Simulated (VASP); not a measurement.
Input:

```
Ta
1.0
   -1.64195     1.64195     1.64195
    1.64195    -1.64195     1.64195
    1.64195     1.64195    -1.64195
Ta
1
Cartesian
  0.00000   0.00000   0.00000
```

Calculation: PBEsol GGA, VASP's PBE PAW potentials (set 64) (plane waves; VASP). Run with 400 eV cut-off, Gaussian smearing of 0.050 eV, potentials Ta_pv.

Unless said otherwise, spin-orbit coupling is left out, though it shifts the bands of the heavy elements here.

Question: Predict the band gap (along the path) with the smallest direct gap where there is one.

Answer: 
```yaml
band gap (along the path): none (metal, semimetal or under 0.01 eV)
```

Total energies compare only between runs with the same potentials, cut-off and functional.

The structure comes from a measured Ta entry (Im-3m) of the Crystallography Open Database, whose conditions weren't checked. It was relaxed first.
